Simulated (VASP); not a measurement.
These are PBE GGA with D4 dispersion, VASP's PBE PAW potentials (set 64) (plane waves; VASP 6.6.1) values and carry that method's errors.

Input for VASP

**POSCAR**
```
KF
1
   -0.0000000000     2.6930784366     2.6930784366
    2.6930784366     0.0000000000     2.6930784366
    2.6930784366     2.6930784366     0.0000000000
K F
1 1
Direct
  0.0000000000   0.0000000000   0.0000000000
  0.5000000000   0.5000000000   0.5000000000
```

INCAR:
```
! general
SYSTEM = KF
PREC   = Accurate
ENCUT  = 520   ! plane-wave cut-off (eV)
LREAL  = .FALSE.
LASPH  = .TRUE.   ! aspherical one-centre terms

! electronic loop
EDIFF  = 1E-6
NELM   = 100   ! most electronic steps
ALGO   = Normal   ! blocked Davidson

! smearing
ISMEAR = 0   ! Gaussian
SIGMA  = 0.05   ! width (eV)

! functional
GGA    = PE
IVDW   = 13   ! D4

! ions
IBRION = 2
NSW    = 60   ! most ionic steps
ISIF   = 3   ! ions, shape and volume
EDIFFG = -0.01   ! ionic stop

! output
LWAVE  = .FALSE.
LCHARG = .FALSE.
```

File KPOINTS:
```
Automatic mesh
0
Gamma
8 8 8
0 0 0
```

POTCAR, in this order: K_sv F (PBE.64 set). Program: vasp_std.

The resulting files:

File OSZICAR:
```
       N       E                     dE             d eps       ncg     rms          rms(c)
DAV:   1     0.118051351803E+03    0.11805E+03   -0.86206E+03   696   0.129E+03
DAV:   2    -0.452735183400E+01   -0.12258E+03   -0.11142E+03   868   0.332E+02
DAV:   3    -0.939667703685E+01   -0.48693E+01   -0.48331E+01   908   0.627E+01
DAV:   4    -0.956637706140E+01   -0.16970E+00   -0.16960E+00  1088   0.982E+00
DAV:   5    -0.956756586118E+01   -0.11888E-02   -0.11888E-02   884   0.103E+00    0.629E+00
DAV:   6    -0.832444170595E+01    0.12431E+01   -0.43704E+00   760   0.182E+01    0.371E+00
DAV:   7    -0.829820214462E+01    0.26240E-01   -0.12288E-01   944   0.312E+00    0.224E+00
DAV:   8    -0.829460971985E+01    0.35924E-02   -0.56159E-02   752   0.279E+00    0.210E-01
DAV:   9    -0.829624515802E+01   -0.16354E-02   -0.65994E-03   956   0.670E-01    0.121E-01
DAV:  10    -0.829680333990E+01   -0.55818E-03   -0.93609E-04   740   0.306E-01    0.595E-02
DAV:  11    -0.829692932585E+01   -0.12599E-03   -0.36473E-04   748   0.156E-01    0.203E-02
DAV:  12    -0.829692034514E+01    0.89807E-05   -0.62351E-05   884   0.668E-02    0.676E-03
DAV:  13    -0.829692002757E+01    0.31757E-06   -0.46407E-06   760   0.218E-02
   1 F= -.84355003E+01 E0= -.84355003E+01  d E =-.843550E+01
```

**OUTCAR**
```
------------------------ aborting loop because EDIFF is reached ----------------------------------------
  Edisp (eV):   -0.13858
  FORCE on cell =-STRESS in cart. coord.  units (eV):
  Direction    XX          YY          ZZ          XY          YZ          ZX
  --------------------------------------------------------------------------------------
  Total       0.01290     0.01290     0.01290     0.00000     0.00000    -0.00000
  in kB       0.52897     0.52897     0.52897     0.00000     0.00000    -0.00000
  external pressure =        0.53 kB  Pullay stress =        0.00 kB
  volume of cell :       39.06
      direct lattice vectors                 reciprocal lattice vectors
     0.000000000  2.693078437  2.693078437    -0.185661135  0.185661135  0.185661135
     2.693078437  0.000000000  2.693078437     0.185661135 -0.185661135  0.185661135
     2.693078437  2.693078437  0.000000000     0.185661135  0.185661135 -0.185661135
  FREE ENERGIE OF THE ION-ELECTRON SYSTEM (eV)
  ---------------------------------------------------
  free  energy   TOTEN  =        -8.4355002532 eV

  energy  without entropy=       -8.4355002532  energy(sigma->0) =       -8.43550025

 reached required accuracy - stopping structural energy minimisation
```
(Selected blocks of OUTCAR.)

File OUTCAR:
```
 val. band max:       -2.8671013894   @ k =   0.0000   0.0000   0.0000

 cond. band min:       3.1760823890   @ k =   0.0000   0.0000   0.0000


 Fermi energy:        -2.6595180108

 k-point     1 :       0.0000    0.0000    0.0000
  band No.  band energies     occupation
      1     -29.0709      2.00000
      2     -21.5114      2.00000
      3     -12.3381      2.00000
      4     -12.3381      2.00000
      5     -12.3381      2.00000
      6      -2.8671      2.00000
      7      -2.8671      2.00000
      8      -2.8671      2.00000
      9       3.1761      0.00000
     10       7.7458      0.00000
     11       7.7458      0.00000
     12       7.7458      0.00000

 k-point     2 :       0.1250    0.0000    0.0000
  band No.  band energies     occupation
      1     -29.0587      2.00000
      2     -21.5218      2.00000
      3     -12.3769      2.00000
      4     -12.3434      2.00000
      5     -12.3434      2.00000
      6      -3.0025      2.00000
      7      -2.9168      2.00000
      8      -2.9168      2.00000
      9       3.6004      0.00000
     10       7.4991      0.00000
     11       7.9503      0.00000
     12       7.9503      0.00000

 k-point     3 :       0.2500    0.0000    0.0000
  band No.  band energies     occupation
      1     -29.0289      2.00000
      2     -21.5487      2.00000
      3     -12.4698      2.00000
      4     -12.3559      2.00000
      5     -12.3559      2.00000
      6      -3.2898      2.00000
      7      -3.0342      2.00000
      8      -3.0341      2.00000
      9       4.6636      0.00000
     10       7.1491      0.00000
     11       8.4541      0.00000
     12       8.4541      0.00000

 k-point     4 :       0.3750    0.0000    0.0000
  band No.  band energies     occupation
      1     -28.9989      2.00000
      2     -21.5756      2.00000
      3     -12.5614      2.00000
      4     -12.3683      2.00000
      5     -12.3683      2.00000
      6      -3.5384      2.00000
...
```

The compound is KF in the rock salt structure. It was relaxed first. The start is the result of an earlier pass.
